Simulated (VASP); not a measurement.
Level of theory: optB88-vdW, VASP's PBE PAW potentials (set 64) (plane waves; VASP 6.6.1).

The input files of a VASP run:

**POSCAR**
```
SnSe2
1
    3.8894121301     0.0000000000     0.0000000000
   -1.9447060650     3.3683299353    -0.0000000000
    0.0000000000    -0.0000000000     6.2180237305
Sn Se
1 2
Direct
  0.0000000000   1.0000000000   0.0000000000
  0.3333330000   0.6666670000   0.2576790179
  0.6666670000   0.3333330000   0.7423209821
```

KPOINTS:
```
Regular mesh
0
Gamma
  6 6 4
0 0 0
```

**INCAR**
```
LWAVE = F
IBRION = 2   # conjugate gradients
ISIF = 3   # ions, shape and volume
LREAL = F   # projection in real space or not
PARAM2 = 0.22
GGA = BO
PREC = Accurate
NSW = 60   # most ionic steps
ALGO = Normal
ENCUT = 480
LMAXMIX = 4   # l cut-off of mixed one-centre charges
SIGMA = 0.05   # width (eV)
ISMEAR = 0   # Gaussian
NELM = 100   # most electronic steps
EDIFFG = -0.02   # ionic stop
LUSE_VDW = T
EDIFF = 1E-6   # SCF stop (eV)
AGGAC = 0.0
LASPH = T
LCHARG = F
PARAM1 = 0.1833333333
SYSTEM = SnSe2
```

POTCAR, in this order: Sn_d Se (PBE.64 set). Program: vasp_std.

Output of the run:

### OSZICAR
```
       N       E                     dE             d eps       ncg     rms          rms(c)
DAV:   1     0.196071894962E+03    0.19607E+03   -0.11928E+04   817   0.163E+03
DAV:   2     0.149952774282E+02   -0.18108E+03   -0.17845E+03   881   0.370E+02
DAV:   3    -0.495590361581E+01   -0.19951E+02   -0.19356E+02  1080   0.118E+02
DAV:   4    -0.556312170365E+01   -0.60722E+00   -0.60657E+00   996   0.221E+01
DAV:   5    -0.557631726892E+01   -0.13196E-01   -0.13193E-01  1179   0.331E+00    0.432E+00
DAV:   6    -0.529553398489E+01    0.28078E+00   -0.78802E-01  1204   0.841E+00    0.279E+00
DAV:   7    -0.528700202087E+01    0.85320E-02   -0.15152E-01   967   0.231E+00    0.104E+00
DAV:   8    -0.528830180594E+01   -0.12998E-02   -0.10913E-02   972   0.102E+00    0.283E-01
DAV:   9    -0.528890011739E+01   -0.59831E-03   -0.15569E-03   998   0.351E-01    0.776E-02
DAV:  10    -0.528888498787E+01    0.15130E-04   -0.13776E-04  1032   0.925E-02    0.319E-02
DAV:  11    -0.528890474818E+01   -0.19760E-04   -0.38471E-05   914   0.470E-02    0.142E-02
DAV:  12    -0.528890369006E+01    0.10581E-05   -0.21085E-06   857   0.123E-02    0.645E-03
DAV:  13    -0.528890355130E+01    0.13876E-06   -0.69572E-07   543   0.661E-03
   1 F= -.52889036E+01 E0= -.52889036E+01  d E =-.528890E+01
       N       E                     dE             d eps       ncg     rms          rms(c)
DAV:   1    -0.528960797170E+01   -0.70428E-03   -0.21623E-02   919   0.153E+00    0.121E-01
DAV:   2    -0.528923982467E+01    0.36815E-03   -0.13543E-03  1009   0.487E-01    0.673E-02
DAV:   3    -0.528909862600E+01    0.14120E-03   -0.34085E-04  1001   0.265E-01    0.194E-02
DAV:   4    -0.528909409063E+01    0.45354E-05   -0.32923E-05  1149   0.561E-02    0.819E-03
DAV:   5    -0.528909370494E+01    0.38569E-06   -0.26672E-06   662   0.172E-02
   2 F= -.52890937E+01 E0= -.52890937E+01  d E =-.190154E-03
       N       E                     dE             d eps       ncg     rms          rms(c)
DAV:   1    -0.528999942283E+01   -0.90533E-03   -0.31170E-02   913   0.184E+00    0.145E-01
DAV:   2    -0.528947025535E+01    0.52917E-03   -0.19497E-03  1001   0.582E-01    0.807E-02
DAV:   3    -0.528926710861E+01    0.20315E-03   -0.49143E-04   997   0.317E-01    0.233E-02
DAV:   4    -0.528926032868E+01    0.67799E-05   -0.47478E-05  1153   0.677E-02    0.985E-03
DAV:   5    -0.528925968979E+01    0.63889E-06   -0.41311E-06   807   0.208E-02
   3 F= -.52892597E+01 E0= -.52892597E+01  d E =-.356138E-03
       N       E                     dE             d eps       ncg     rms          rms(c)
DAV:   1    -0.529236137534E+01   -0.31010E-02   -0.12501E-01   911   0.367E+00    0.292E-01
DAV:   2    -0.529023961981E+01    0.21218E-02   -0.78317E-03   989   0.113E+00    0.162E-01
DAV:   3    -0.528942317118E+01    0.81645E-03   -0.19691E-03  1025   0.628E-01    0.466E-02
DAV:   4    -0.528939181734E+01    0.31354E-04   -0.17906E-04  1138   0.136E-01    0.197E-02
DAV:   5    -0.528938817285E+01    0.36445E-05   -0.17001E-05  1159   0.416E-02    0.656E-03
DAV:   6    -0.528938843641E+01   -0.26356E-06   -0.29423E-06   800   0.186E-02
   4 F= -.52893884E+01 E0= -.52893884E+01  d E =-.484885E-03
       N       E                     dE             d eps       ncg     rms          rms(c)
DAV:   1    -0.528949528687E+01   -0.10711E-03   -0.33208E-03   816   0.373E-01    0.337E-02
DAV:   2    -0.528948406347E+01    0.11223E-04   -0.18461E-04   862   0.145E-01    0.188E-02
DAV:   3    -0.528947444844E+01    0.96150E-05   -0.16867E-05   933   0.509E-02    0.865E-03
DAV:   4    -0.528947321149E+01    0.12370E-05   -0.40582E-06   851   0.229E-02    0.223E-03
DAV:   5    -0.528947321087E+01    0.61573E-09   -0.71990E-07   428   0.775E-03
   5 F= -.52894732E+01 E0= -.52894732E+01  d E =-.847745E-04
       N       E                     dE             d eps       ncg     rms          rms(c)
DAV:   1    -0.528987789078E+01   -0.40468E-03   -0.29971E-02   816   0.112E+00    0.102E-01
DAV:   2    -0.528977865615E+01    0.99235E-04   -0.16551E-03   859   0.422E-01    0.563E-02
DAV:   3    -0.528969290129E+01    0.85755E-04   -0.15133E-04   951   0.152E-01    0.256E-02
DAV:   4    -0.528968209168E+01    0.10810E-04   -0.37928E-05  1141   0.701E-02    0.669E-03
DAV:   5    -0.528968200229E+01    0.89391E-07   -0.58359E-06   777   0.200E-02
   6 F= -.52896820E+01 E0= -.52896820E+01  d E =-.293566E-03
       N       E                     dE             d eps       ncg     rms          rms(c)
DAV:   1    -0.529067596833E+01   -0.99388E-03   -0.11995E-01   816   0.224E+00    0.204E-01
DAV:   2    -0.529028119855E+01    0.39477E-03   -0.66270E-03   859   0.796E-01    0.113E-01
DAV:   3    -0.528993987502E+01    0.34132E-03   -0.61453E-04   983   0.295E-01    0.510E-02
DAV:   4    -0.528989661945E+01    0.43256E-04   -0.14396E-04  1227   0.140E-01    0.136E-02
DAV:   5    -0.528989602301E+01    0.59644E-06   -0.21507E-05  1080   0.390E-02    0.574E-03
DAV:   6    -0.528989601135E+01    0.11657E-07   -0.14908E-06   450   0.104E-02
   7 F= -.52898960E+01 E0= -.52898960E+01  d E =-.507575E-03
       N       E                     dE             d eps       ncg     rms          rms(c)
DAV:   1    -0.528997567093E+01   -0.79648E-04   -0.10360E-02   816   0.660E-01    0.598E-02
DAV:   2    -0.528994154914E+01    0.34122E-04   -0.57532E-04   861   0.253E-01    0.332E-02
DAV:   3    -0.528991179742E+01    0.29752E-04   -0.52138E-05   949   0.899E-02    0.152E-02
DAV:   4    -0.528990804257E+01    0.37548E-05   -0.13312E-05  1122   0.409E-02    0.391E-03
DAV:   5    -0.528990801892E+01    0.23651E-07   -0.20109E-06   625   0.118E-02
   8 F= -.52899080E+01 E0= -.52899080E+01  d E =-.519583E-03
       N       E                     dE             d eps       ncg     rms          rms(c)
DAV:   1    -0.529015997857E+01   -0.25194E-03   -0.73414E-03  1009   0.105E+00    0.690E-02
DAV:   2    -0.529003650430E+01    0.12347E-03   -0.34373E-04   986   0.262E-01    0.329E-02
DAV:   3    -0.529000043608E+01    0.36068E-04   -0.11500E-04  1043   0.157E-01    0.624E-03
DAV:   4    -0.529000049262E+01   -0.56542E-07   -0.42695E-06   859   0.207E-02
   9 F= -.52900005E+01 E0= -.52900005E+01  d E =-.924737E-04
```

### OUTCAR
```
------------------------ aborting loop because EDIFF is reached ----------------------------------------
  FORCE on cell =-STRESS in cart. coord.  units (eV):
  Direction    XX          YY          ZZ          XY          YZ          ZX
  --------------------------------------------------------------------------------------
  Total       -0.0501377     -0.0501378      0.0233698     -0.0000000     -0.0000000      0.0000000
  in kB       -0.9937478     -0.9937479      0.4631970     -0.0000000     -0.0000000      0.0000000
  external PRESSURE =      -0.5080996 kB  Pullay stress =       0.0000000 kB
  volume of cell :       80.83
      direct lattice vectors                 reciprocal lattice vectors
     3.899758490  0.000000000  0.000000000     0.256426136  0.148047689 -0.000000000
    -1.949879245  3.377290148 -0.000000000    -0.000000000  0.296095377  0.000000000
     0.000000000 -0.000000000  6.137522823    -0.000000000  0.000000000  0.162932184
 POSITION                                       TOTAL-FORCE (eV/Angst)
 -----------------------------------------------------------------------------------
     -0.00000      0.00000     -0.00000        -0.000000     -0.000000      0.000000
     -0.00000      2.25153      1.59805         0.000000     -0.000000      0.017646
      1.94988      1.12576      4.53947        -0.000000      0.000000     -0.017646
 -----------------------------------------------------------------------------------
    total drift:                               -0.000000     -0.000000      0.000000
  FREE ENERGIE OF THE ION-ELECTRON SYSTEM (eV)
  ---------------------------------------------------
  free  energy   TOTEN  =        -5.2900004926 eV

  energy  without entropy=       -5.2900004926  energy(sigma->0) =       -5.29000049

 reached required accuracy - stopping structural energy minimisation
```
(Selected blocks of OUTCAR.)

CONTCAR:
```
SnSe2
   1.00000000000000
     3.8997584902850746    0.0000000000001533    0.0000000000000000
    -1.9498792450922713    3.3772901478512680   -0.0000000000000000
     0.0000000000000000   -0.0000000000000000    6.1375228232461518
  Sn              Se
     1     2
Direct
     0.0000000000000000    0.0000000000000000    0.0000000000000000
     0.3333330000000032    0.6666669999999968    0.2603743120939733
     0.6666669999999968    0.3333330000000032    0.7396256879060266
```

OUTCAR:
```
 val. band max:        3.6243884072   @ k =   0.1667   0.0000   0.0000

 cond. band min:       4.1713290991   @ k =   0.0000   0.0000   0.0000


 Fermi energy:         3.8838831171

 k-point     1 :       0.0000    0.0000    0.0000
  band No.  band energies     occupation
      1     -17.6573      2.00000
      2     -17.6573      2.00000
      3     -17.6244      2.00000
      4     -17.6166      2.00000
      5     -17.6166      2.00000
      6      -9.9286      2.00000
      7      -8.4054      2.00000
      8      -2.5597      2.00000
      9       3.0087      2.00000
     10       3.0087      2.00000
     11       3.2150      2.00000
     12       3.2150      2.00000
     13       3.5934      2.00000
     14       4.1713      0.00000
     15       6.5827      0.00000
     16       8.0590      0.00000
     17       8.0591      0.00000

 k-point     2 :       0.1667    0.0000    0.0000
  band No.  band energies     occupation
      1     -17.6660      2.00000
      2     -17.6504      2.00000
      3     -17.6222      2.00000
      4     -17.6176      2.00000
      5     -17.6153      2.00000
      6      -9.6880      2.00000
      7      -8.2720      2.00000
      8      -2.5345      2.00000
      9       1.1223      2.00000
     10       2.1111      2.00000
     11       2.2485      2.00000
     12       3.5048      2.00000
     13       3.6244      2.00000
     14       5.4555      0.00000
     15       7.1741      0.00000
     16       8.0955      0.00000
     17       8.3991      0.00000

 k-point     3 :       0.3333    0.0000    0.0000
  band No.  band energies     occupation
      1     -17.6862      2.00000
      2     -17.6419      2.00000
      3     -17.6301      2.00000
      4     -17.6072      2.00000
      5     -17.6047      2.00000
      6      -9.0581      2.00000
      7      -8.0484      2.00000
      8      -2.9024      2.00000
      9      -0.1049      2.00000
     10       0.8829      2.00000
     11       1.4941      2.00000
...
```

Unless said otherwise, spin-orbit coupling is left out, though it shifts the bands of the heavy elements here.

The compound is SnSe2 in the 1T layered structure. This run relaxes it. Symmetry was kept, so distortions that lower it aren't found. The start is the result of an earlier pass.
